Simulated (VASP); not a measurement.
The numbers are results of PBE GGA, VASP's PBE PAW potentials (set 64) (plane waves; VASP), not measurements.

VASP ran on this input.

**POSCAR**
```
PdIn
1
    3.1269977759    -0.0000000000    -0.0000000000
    0.0000000000     3.1269977759     0.0000000000
   -0.0000000000     0.0000000000     3.1269977759
In Pd
1 1
Direct
  0.5000000000   0.5000000000   0.5000000000
  0.0000000000   0.0000000000   0.0000000000
```

INCAR:
```
SYSTEM = PdIn
PREC = Accurate
ENCUT = 500
EDIFF = 1E-6
NELM = 100
ALGO = Normal
LREAL = .FALSE.
LASPH = .TRUE.
ISMEAR = 1
SIGMA = 0.1
GGA = PE
LMAXMIX = 4
LWAVE = .FALSE.
LCHARG = .FALSE.
IBRION = 2
ISIF = 3
NSW = 40
EDIFFG = -0.02
PSTRESS = 300
```

KPOINTS:
```
K-points
0
G
12 12 12
```

POTCAR, in this order: In_d Pd (PBE.64 set). Program: vasp_std.

What VASP printed:

File OSZICAR:
```
       N       E                     dE             d eps       ncg     rms          rms(c)
DAV:   1     0.159401397773E+03    0.15940E+03   -0.11397E+04  2589   0.206E+03
DAV:   2    -0.150777783136E+01   -0.16091E+03   -0.15712E+03  2618   0.408E+02
DAV:   3    -0.844833293227E+01   -0.69406E+01   -0.68853E+01  3080   0.915E+01
DAV:   4    -0.857037682157E+01   -0.12204E+00   -0.12201E+00  3169   0.113E+01
DAV:   5    -0.857507625579E+01   -0.46994E-02   -0.46994E-02  3717   0.195E+00    0.927E+00
DAV:   6    -0.836764702259E+01    0.20743E+00   -0.43653E-01  3031   0.107E+01    0.452E+00
DAV:   7    -0.831803812856E+01    0.49609E-01   -0.75876E-02  3247   0.660E+00    0.169E+00
DAV:   8    -0.831085834778E+01    0.71798E-02   -0.15269E-02  2933   0.134E+00    0.440E-01
DAV:   9    -0.831002438744E+01    0.83396E-03   -0.20022E-03  3290   0.855E-01    0.553E-02
DAV:  10    -0.831002653971E+01   -0.21523E-05   -0.46062E-05  3425   0.129E-01    0.249E-02
DAV:  11    -0.831002785140E+01   -0.13117E-05   -0.33995E-06  2886   0.212E-02    0.428E-03
DAV:  12    -0.831002808825E+01   -0.23685E-06   -0.35809E-07  1806   0.645E-03
   1 F= -.25847921E+01 E0= -.25847721E+01  d E =-.258479E+01
```

OUTCAR:
```
------------------------ aborting loop because EDIFF is reached ----------------------------------------
  FORCE on cell =-STRESS in cart. coord.  units (eV):
  Direction    XX          YY          ZZ          XY          YZ          ZX
  --------------------------------------------------------------------------------------
  Total        5.7204436      5.7204436      5.7204436     -0.0000000     -0.0000000      0.0000000
  in kB      299.7488850    299.7488850    299.7488850     -0.0000000     -0.0000000      0.0000000
  external PRESSURE =      -0.2511150 kB  Pullay stress =     300.0000000 kB
  volume of cell :       30.58
      direct lattice vectors                 reciprocal lattice vectors
     3.126997776  0.000000000  0.000000000     0.319795558  0.000000000  0.000000000
     0.000000000  3.126997776  0.000000000     0.000000000  0.319795558  0.000000000
     0.000000000  0.000000000  3.126997776     0.000000000  0.000000000  0.319795558
 POSITION                                       TOTAL-FORCE (eV/Angst)
 -----------------------------------------------------------------------------------
      1.56350      1.56350      1.56350         0.000000      0.000000      0.000000
      0.00000      0.00000      0.00000         0.000000      0.000000      0.000000
 -----------------------------------------------------------------------------------
    total drift:                                0.000000      0.000000     -0.000000
  FREE ENERGIE OF THE ION-ELECTRON SYSTEM (eV)
  ---------------------------------------------------
  free  energy   TOTEN  =        -8.3100280883 eV

  energy  without entropy=       -8.3099678857  energy(sigma->0) =       -8.31000802
  enthalpy is  TOTEN    =        -2.5847921419 eV   P V=        5.7252359463

 reached required accuracy - stopping structural energy minimisation
```
(Selected blocks of OUTCAR.)

The compound is PdIn in the CsCl type structure. It was relaxed first under an external pressure of 30 GPa. The electron count is odd and the run is not spin-polarised, which forces a metal.
